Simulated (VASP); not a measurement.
# CaO (Lime) with PBE + D3(BJ): from relaxation to properties

What structure does CaO (Lime) take at this level, and what are its properties? The steps: full relaxation (PBE + D3(BJ)), second relaxation, single point with fields (PBE + D3(BJ)), band structure (PBE + D3(BJ)), density of states (PBE + D3(BJ)), volume scan with PBE + D3(BJ), fit for PBE + D3(BJ) and dielectric tensor and Born charges (PBE + D3(BJ)). The start is a cell from a database of measured crystal structures.

Main program and level: VASP 6.6.1; PBE with D3(BJ); plane waves and PAW (Ca_sv, O).

## (1) Starting point

Before any relaxation, the start is as follows. The structure is cubic, space group Fm-3m (No. 225). The conventional cell has a = 4.813 Å, b = 4.813 Å, c = 4.813 Å, α = 90.00°, β = 90.00°, γ = 90.00°. Nearest to Ca lie 6 O at 2.41 Å. O has 6 Ca at 2.41 Å nearest. Farther neighbours and most contacts between anions are not listed.

As a file:

```cif
data_structure
_symmetry_space_group_name_H-M 'Fm-3m'
_symmetry_Int_Tables_number 225
_cell_length_a 4.8130
_cell_length_b 4.8130
_cell_length_c 4.8130
_cell_angle_alpha 90.000
_cell_angle_beta 90.000
_cell_angle_gamma 90.000
_cell_volume 111.49
loop_
_atom_site_label
_atom_site_type_symbol
_atom_site_symmetry_multiplicity
_atom_site_Wyckoff_symbol
_atom_site_fract_x
_atom_site_fract_y
_atom_site_fract_z
_atom_site_occupancy
Ca1 Ca 4 a 0.00000 0.00000 0.00000 1
O1 O 4 b 0.50000 0.00000 0.00000 1
```

## (2) Full relaxation (PBE + D3(BJ))

Properties are meant for the cell that this level of theory prefers, so cell and atoms are relaxed first (ISIF = 3) until forces and stress are small; EDIFFG sets the threshold. PBE, the usual starting point, adds the gradient of the density. A dispersion term adds the long-range attraction that semilocal functionals lack. D3 with Becke-Johnson damping keeps a finite attraction at short range.

INCAR reads:

```
SYSTEM = CaO
PREC = Accurate
ENCUT = 520
EDIFF = 1E-06
NELM = 100
ISMEAR = 0
SIGMA = 0.05
LREAL = .FALSE.
ALGO = Normal
GGA = PE
IVDW = 12
NBANDS = 14
LORBIT = 11
LWAVE = .FALSE.
LCHARG = .FALSE.
KPAR = 2
IBRION = 2
NSW = 60
ISIF = 3
EDIFFG = -0.01
```

POSCAR reads:

```
CaO
1.0
    0.0000000000      2.4065000000      2.4065000000
    2.4065000000      0.0000000000      2.4065000000
    2.4065000000      2.4065000000      0.0000000000
Ca O
1 1
Direct
    0.0000000000      0.0000000000      0.0000000000
    0.5000000000      0.5000000000      0.5000000000
```

KPOINTS reads:

```
Automatic mesh
0
Gamma
8 8 8
0 0 0
```

Potentials, in the order of the species: Ca_sv and O (PBE family, release 64).

Command:

```sh
mpirun -np 2 vasp_std
```

Output:

```text
[banner, memory and clock lines left out]
running    2 mpi-ranks, on    1 nodes
 distrk:  each k-point on    1 cores,    2 groups
 distr:  one band on    1 cores,    1 groups

 POSCAR found type information on POSCAR CaO
 POSCAR found :  2 types and       2 ions
 LDA part: xc-table for (Slater+PW92), standard interpolation
 POSCAR, INCAR and KPOINTS ok, starting setup
 FFT: planning ... GRIDC
 FFT: planning ... GRID_SOFT
 FFT: planning ... GRID
 WAVECAR not read
 entering main loop
       N       E                     dE             d eps       ncg     rms          rms(c)
DAV:   1     0.128049237634E+03    0.12805E+03   -0.83586E+03   812   0.116E+03
DAV:   2    -0.837337272193E+01   -0.13642E+03   -0.12766E+03  1046   0.307E+02
DAV:   3    -0.143082309330E+02   -0.59349E+01   -0.58951E+01   884   0.663E+01
DAV:   4    -0.145125062270E+02   -0.20428E+00   -0.20406E+00  1254   0.105E+01
DAV:   5    -0.145141427192E+02   -0.16365E-02   -0.16363E-02   866   0.113E+00    0.857E+00
DAV:   6    -0.128644204481E+02    0.16497E+01   -0.58497E+00   862   0.236E+01    0.363E+00
DAV:   7    -0.128048585850E+02    0.59562E-01   -0.53815E-01   980   0.734E+00    0.178E+00
DAV:   8    -0.128026260542E+02    0.22325E-02   -0.73267E-02   960   0.294E+00    0.337E-01
DAV:   9    -0.128019218420E+02    0.70421E-03   -0.77431E-03  1012   0.651E-01    0.120E-01
DAV:  10    -0.128026730720E+02   -0.75123E-03   -0.10856E-03   842   0.356E-01    0.633E-02
DAV:  11    -0.128026180618E+02    0.55010E-04   -0.12017E-04  1112   0.129E-01    0.617E-03
DAV:  12    -0.128026188980E+02   -0.83619E-06   -0.14370E-05   852   0.335E-02    0.538E-03
DAV:  13    -0.128026184793E+02    0.41869E-06   -0.13521E-06   752   0.116E-02
   1 F= -.13344687E+02 E0= -.13344687E+02  d E =-.133447E+02
 curvature:   0.00 expect dE= 0.000E+00 dE for cont linesearch  0.000E+00
 trial: gam= 0.00000 g(F)=  0.600E-60 g(S)=  0.440E-02 ort = 0.000E+00 (trialstep = 0.100E+01)
 search vector abs. value=  0.440E-02
 bond charge predicted
       N       E                     dE             d eps       ncg     rms          rms(c)
DAV:   1    -0.128306021116E+02   -0.27983E-01   -0.89468E-01   926   0.100E+01    0.132E+00
DAV:   2    -0.127997954949E+02    0.30807E-01   -0.95747E-02   968   0.279E+00    0.504E-01
DAV:   3    -0.127941636785E+02    0.56318E-02   -0.11383E-02  1380   0.133E+00    0.195E-01
DAV:   4    -0.127935593773E+02    0.60430E-03   -0.45710E-03  1278   0.546E-01    0.620E-02
DAV:   5    -0.127935554752E+02    0.39021E-05   -0.35239E-05   884   0.615E-02    0.630E-02
DAV:   6    -0.127936760675E+02   -0.12059E-03   -0.36320E-05  1290   0.268E-02    0.525E-02
DAV:   7    -0.127938964349E+02   -0.22037E-03   -0.24929E-04  1320   0.961E-02    0.207E-02
DAV:   8    -0.127939057562E+02   -0.93213E-05   -0.23340E-06   804   0.176E-02    0.937E-03
DAV:   9    -0.127939087239E+02   -0.29677E-05   -0.33706E-07   616   0.715E-03    0.407E-03
DAV:  10    -0.127939101747E+02   -0.14508E-05   -0.27405E-07   418   0.578E-03    0.324E-04
DAV:  11    -0.127939101874E+02   -0.12729E-07   -0.18616E-08   406   0.164E-03
   2 F= -.13346058E+02 E0= -.13346058E+02  d E =-.137131E-02
 trial-energy change:   -0.001371  1 .order   -0.001340   -0.004400    0.001719
 step:   0.7251(harm=  0.7190)  dis= 0.00000  next Energy=   -13.346294 (dE=-0.161E-02)
 bond charge predicted
       N       E                     dE             d eps       ncg     rms          rms(c)
DAV:   1    -0.127997103851E+02   -0.58002E-02   -0.67889E-02   920   0.278E+00    0.362E-01
DAV:   2    -0.127974101602E+02    0.23002E-02   -0.73368E-03   980   0.769E-01    0.140E-01
DAV:   3    -0.127969794296E+02    0.43073E-03   -0.86805E-04  1396   0.364E-01    0.538E-02
DAV:   4    -0.127969298424E+02    0.49587E-04   -0.35600E-04  1284   0.152E-01    0.177E-02
DAV:   5    -0.127969288015E+02    0.10409E-05   -0.27986E-06   884   0.174E-02    0.187E-02
DAV:   6    -0.127969464154E+02   -0.17614E-04   -0.41387E-05  1314   0.327E-02    0.635E-03
DAV:   7    -0.127969456666E+02    0.74880E-06   -0.35483E-07   514   0.767E-03
   3 F= -.13346296E+02 E0= -.13346296E+02  d E =-.160903E-02
 curvature:  -0.36 expect dE=-0.962E-07 dE for cont linesearch -0.962E-07
 trial: gam= 0.00000 g(F)=  0.229E-59 g(S)=  0.268E-06 ort =-0.343E-04 (trialstep = 0.945E+00)
 search vector abs. value=  0.268E-06
 reached required accuracy - stopping structural energy minimisation
```

The job ended after 12 s (2 MPI ranks of Intel Xeon Platinum 8488C (Sapphire Rapids), shared host; peak memory 0.33 GiB).

Lines that name or quote the potential files are left out of all logs, and their timing lines are given in words.

From OUTCAR (step 2):

```text
ion  position               nearest neighbor table
   1  0.000  0.000  0.000-   2 2.41   2 2.41   2 2.41   2 2.41   2 2.41   2 2.41
   2  0.500  0.500  0.500-   1 2.41   1 2.41   1 2.41   1 2.41   1 2.41   1 2.41

  LATTYP: Found a face centered cubic cell.
 ALAT       =     4.8130000000

 Subroutine GETGRP returns: Found 48 space group operations
 (whereof 48 operations were pure point group operations)

The static configuration has the point symmetry O_h .

 Found     29 irreducible k-points:

   k-points           NKPTS =     29   k-points in BZ     NKDIM =     29   number of bands    NBANDS=     14

   dimension x,y,z NGX =    28 NGY =   28 NGZ =   28
   dimension x,y,z NGXF=    56 NGYF=   56 NGZF=   56

   ENCUT  =  520.0 eV  38.22 Ry    6.18 a.u.   6.33  6.33  6.33*2*pi/ulx,y,z

   NELECT =      16.0000    total number of electrons

 k-points in reciprocal lattice and weights: Automatic mesh
   0.00000000  0.00000000  0.00000000       0.002
   0.12500000  0.00000000  0.00000000       0.016
   0.25000000  0.00000000  0.00000000       0.016
   0.37500000  0.00000000  0.00000000       0.016
   0.50000000  0.00000000  0.00000000       0.008
   0.12500000  0.12500000  0.00000000       0.012
   0.25000000  0.12500000  0.00000000       0.047
   0.37500000  0.12500000  0.00000000       0.047
   0.50000000  0.12500000  0.00000000       0.047
[...]
-0.37500000  0.50000000  0.12500000       0.023
  -0.25000000  0.50000000  0.25000000       0.012

 Edisp (eV)   -0.55215

 average (electrostatic) potential at core
       1 -43.8883       2 -70.1525

 E-fermi :   2.7143

 k-point     1 :       0.0000    0.0000    0.0000
  band No.  band energies     occupation
    ...
      4     -15.9577      2.00000
      5     -13.1499      2.00000
      6       2.3999      2.00000
      7       2.3999      2.00000
      8       2.3999      2.00000
      9       7.1856      0.00000
     10       8.6468      0.00000
     11       8.6468      0.00000
     12       8.6468      0.00000
     13      10.1678      0.00000
    ...

 k-point     2 :       0.1250    0.0000    0.0000
  band No.  band energies     occupation
    ...
      4     -15.9658      2.00000
      5     -12.9184      2.00000
      6       1.8628      2.00000
      7       2.1859      2.00000
      8       2.1859      2.00000
      9       7.8704      0.00000
     10       8.6086      0.00000
     11       8.9140      0.00000
     12       8.9140      0.00000
     13      10.5408      0.00000
    ...

 k-point     3 :       0.2500    0.0000    0.0000
  band No.  band energies     occupation
    ...
      4     -15.9854      2.00000
      5     -12.4539      2.00000
      6       0.8553      2.00000
      7       1.7282      2.00000
      8       1.7282      2.00000
      9       8.6823      0.00000
     10       9.3331      0.00000
     11       9.6150      0.00000
     12       9.6150      0.00000
     13      11.4376      0.00000
    ...

 Edisp (eV)   -0.54935

  Total       0.00192     0.00192     0.00192     0.00000     0.00000    -0.00000
  in kB       0.11201     0.11201     0.11201     0.00000     0.00000    -0.00000
  external pressure =        0.11 kB  Pullay stress =        0.00 kB

  energy-cutoff  :      520.00
  volume of cell :       27.51
      direct lattice vectors                 reciprocal lattice vectors
     0.000000000  2.396121490  2.396121490    -0.208670555  0.208670555  0.208670555
     2.396121490  0.000000000  2.396121490     0.208670555 -0.208670555  0.208670555
     2.396121490  2.396121490  0.000000000     0.208670555  0.208670555 -0.208670555

 POSITION                                       TOTAL-FORCE (eV/Angst)
 -----------------------------------------------------------------------------------
      0.00000      0.00000      0.00000        -0.000000      0.000000      0.000000
      2.39612      2.39612      2.39612         0.000000     -0.000000     -0.000000
 -----------------------------------------------------------------------------------
    total drift:                                0.000000      0.000000      0.000000

  FREE ENERGIE OF THE ION-ELECTRON SYSTEM (eV)
  ---------------------------------------------------
  free  energy   TOTEN  =       -13.3462961167 eV

  energy  without entropy=      -13.3462961167  energy(sigma->0) =      -13.34629612

 reached required accuracy - stopping structural energy minimisation

 total charge
# of ion       s       p       d       tot
------------------------------------------
    1        2.042   5.883   0.305   8.230
    2        1.550   3.456   0.000   5.006
--------------------------------------------------
tot          3.591   9.339   0.305  13.236

[... 3 further parts left out ...]
```

CONTCAR:

```
CaO
   1.00000000000000
     0.0000000000000000    2.3961214898168888    2.3961214898168888
     2.3961214898168888    0.0000000000000000    2.3961214898168888
     2.3961214898168888    2.3961214898168888    0.0000000000000000
  Ca              O
     1     1
Direct
     0.0000000000000000    0.0000000000000000    0.0000000000000000
     0.5000000000000000    0.5000000000000000    0.5000000000000000
```

The gap is read on the k-mesh alone, so it is an upper bound where the band edges lie off the mesh. The run keeps the 48 symmetry operations of its start, so it cannot find a distortion of lower symmetry.

Step by step:

| step | energy less that of the first step (eV) | largest force (eV/Å) | pressure (GPa) | volume (Å³) |
| --- | --- | --- | --- | --- |
| 1 | 0.0000 | 0.0000 | -1.42 | 27.87 |
| 2 | -0.0014 | 0.0000 | 0.56 | 27.38 |
| 3 | -0.0016 | 0.0000 | 0.01 | 27.51 |

| conventional cell, symmetrised | before | after | change |
| --- | --- | --- | --- |
| a (Å) | 4.813 | 4.792 | -0.4 % |
| b (Å) | 4.813 | 4.792 | -0.4 % |
| c (Å) | 4.813 | 4.792 | -0.4 % |
| volume (Å³/atom) | 13.94 | 13.76 | -1.3 % |

Final coordinates:

```cif
data_structure
_symmetry_space_group_name_H-M 'P 1'
_symmetry_Int_Tables_number 1
_cell_length_a 3.3886
_cell_length_b 3.3886
_cell_length_c 3.3886
_cell_angle_alpha 60.000
_cell_angle_beta 60.000
_cell_angle_gamma 60.000
_cell_volume 27.51
loop_
_atom_site_label
_atom_site_type_symbol
_atom_site_fract_x
_atom_site_fract_y
_atom_site_fract_z
_atom_site_occupancy
Ca1 Ca 0.00000 0.00000 0.00000 1
O2 O 0.50000 0.50000 0.50000 1
```

Numbers from this step:

| Property | Result |
| --- | --- |
| electrons | 16 |
| bands | 14 |
| irreducible k-points | 29 |
| symmetry operations | 48 |
| free energy (TOTEN) | -13.35 eV |
| Fermi energy | 2.714 eV |
| pressure | 0.01120 GPa |
| metallic | no |
| valence top at k | 0, 0, 0 |
| conduction bottom at k | 0.5, 0.5, 0 |
| least direct gap at k | 0.5, 0.5, 0 |
| SCF cycles over all ionic steps | 31 |
| gap on the k-mesh | 3.633 eV |
| least direct gap on the k-mesh | 4.005 eV |

It ends with forces that vanish by symmetry and a pressure of 0.01 GPa. The volume lies -1.3 % from that of the database's start, which holds the thermal and zero-point expansion of its experiment.

## (3) Second relaxation

The basis stayed that of the start cell while the cell moved. A rerun from the cell reached resets it; the error of the finite cutoff stays.

INCAR is that of step 2.

POSCAR reads:

```
CaO
1.0
    0.0000000000      2.3961214898      2.3961214898
    2.3961214898      0.0000000000      2.3961214898
    2.3961214898      2.3961214898      0.0000000000
Ca O
1 1
Direct
    0.0000000000      0.0000000000      0.0000000000
    0.5000000000      0.5000000000      0.5000000000
```

KPOINTS is that of step 2.

Command:

```sh
mpirun -np 2 vasp_std
```

Output:

```text
[... set-up lines as in an earlier step ...]
 entering main loop
       N       E                     dE             d eps       ncg     rms          rms(c)
DAV:   1     0.127813303330E+03    0.12781E+03   -0.85280E+03   812   0.117E+03
DAV:   2    -0.834794960625E+01   -0.13616E+03   -0.12690E+03   998   0.307E+02
DAV:   3    -0.142962063932E+02   -0.59483E+01   -0.59072E+01   920   0.660E+01
DAV:   4    -0.145067298242E+02   -0.21052E+00   -0.21027E+00  1182   0.108E+01
DAV:   5    -0.145095862214E+02   -0.28564E-02   -0.28564E-02   912   0.123E+00    0.857E+00
DAV:   6    -0.128552340229E+02    0.16544E+01   -0.57835E+00   860   0.236E+01    0.359E+00
DAV:   7    -0.127988726349E+02    0.56361E-01   -0.53533E-01   980   0.735E+00    0.178E+00
DAV:   8    -0.127966786901E+02    0.21939E-02   -0.72981E-02   958   0.293E+00    0.341E-01
DAV:   9    -0.127958948061E+02    0.78388E-03   -0.79124E-03  1004   0.670E-01    0.120E-01
DAV:  10    -0.127966301190E+02   -0.73531E-03   -0.10838E-03   856   0.357E-01    0.611E-02
DAV:  11    -0.127965773488E+02    0.52770E-04   -0.12349E-04  1078   0.129E-01    0.647E-03
DAV:  12    -0.127965780865E+02   -0.73773E-06   -0.14107E-05   858   0.335E-02    0.520E-03
DAV:  13    -0.127965776606E+02    0.42590E-06   -0.13784E-06   752   0.114E-02
   1 F= -.13345928E+02 E0= -.13345928E+02  d E =-.133459E+02
 curvature:   0.00 expect dE= 0.000E+00 dE for cont linesearch  0.000E+00
 trial: gam= 0.00000 g(F)=  0.423E-59 g(S)=  0.967E-08 ort = 0.000E+00 (trialstep = 0.100E+01)
 search vector abs. value=  0.977E-08
 reached required accuracy - stopping structural energy minimisation
```

Elapsed: 5 s, on 2 MPI ranks; peak memory 0.32 GiB.

OUTCAR, selected parts (step 3):

```text
  LATTYP: Found a face centered cubic cell.
 ALAT       =     4.7922429796

The static configuration has the point symmetry O_h .

 Found     29 irreducible k-points:

   ENCUT  =  520.0 eV  38.22 Ry    6.18 a.u.   6.30  6.30  6.30*2*pi/ulx,y,z

   NELECT =      16.0000    total number of electrons

 E-fermi :   2.7139

 k-point     1 :       0.0000    0.0000    0.0000
  band No.  band energies     occupation
    ...
      4     -15.9578      2.00000
      5     -13.1496      2.00000
      6       2.3999      2.00000
      7       2.3999      2.00000
      8       2.3999      2.00000
      9       7.1854      0.00000
     10       8.6468      0.00000
     11       8.6468      0.00000
     12       8.6468      0.00000
     13      10.1678      0.00000
    ...

 k-point     2 :       0.1250    0.0000    0.0000
  band No.  band energies     occupation
    ...
      4     -15.9659      2.00000
      5     -12.9184      2.00000
      6       1.8629      2.00000
      7       2.1859      2.00000
      8       2.1859      2.00000
      9       7.8701      0.00000
     10       8.6086      0.00000
     11       8.9140      0.00000
     12       8.9140      0.00000
     13      10.5408      0.00000
    ...

 Edisp (eV)   -0.54935

  Total       0.00037     0.00037     0.00037     0.00000     0.00000    -0.00000
  in kB       0.02128     0.02128     0.02128     0.00000     0.00000    -0.00000
  external pressure =        0.02 kB  Pullay stress =        0.00 kB

 POSITION                                       TOTAL-FORCE (eV/Angst)
 -----------------------------------------------------------------------------------
      0.00000      0.00000      0.00000        -0.000000     -0.000000     -0.000000
      2.39612      2.39612      2.39612         0.000000      0.000000      0.000000
 -----------------------------------------------------------------------------------
    total drift:                                0.000000      0.000000      0.000000

  FREE ENERGIE OF THE ION-ELECTRON SYSTEM (eV)
  ---------------------------------------------------
  free  energy   TOTEN  =       -13.3459281108 eV

  energy  without entropy=      -13.3459281108  energy(sigma->0) =      -13.34592811

 total charge
# of ion       s       p       d       tot
------------------------------------------
    1        2.042   5.883   0.305   8.230
    2        1.550   3.456   0.000   5.006
--------------------------------------------------
tot          3.592   9.339   0.305  13.236

[... 6 parts as in an earlier step ...]

[... 6 further parts left out ...]
```

CONTCAR:

```
CaO
   1.00000000000000
     0.0000000000000000    2.3961214898000001    2.3961214898000001
     2.3961214898000001    0.0000000000000000    2.3961214898000001
     2.3961214898000001    2.3961214898000001    0.0000000000000000
  Ca              O
     1     1
Direct
     0.0000000000000000    0.0000000000000000    0.0000000000000000
     0.5000000000000000    0.5000000000000000    0.5000000000000000
```

Little changed from the start: no atom moved by 0.005 Å and no cell edge by 0.1 %.

Numbers from this step:

```yaml
pressure: 0.002128 GPa
scf_cycles_over_all_ionic_steps: 13
```

It ends with forces that vanish by symmetry and a pressure of 0.00 GPa. The volume moved by under 0.01 %: the run met its threshold at the first step.

(Part 1 of 4 ends here.)

[Lines on the potential files, build, host, timing and source positions are cut from VASP's logs without a mark.]

[Logs are printed without paths, hosts, clocks, repeated set-up lines and the standing remarks that a program may print on its own settings, such as how far it seeks lower states.]

[Hosts, paths, dates, database ids (printed as entryN), source tags and the programs' standing remarks are cut or masked in the printed files.]

[A measured line is paired with the nearest computed mode of its activity, which favours agreement.]
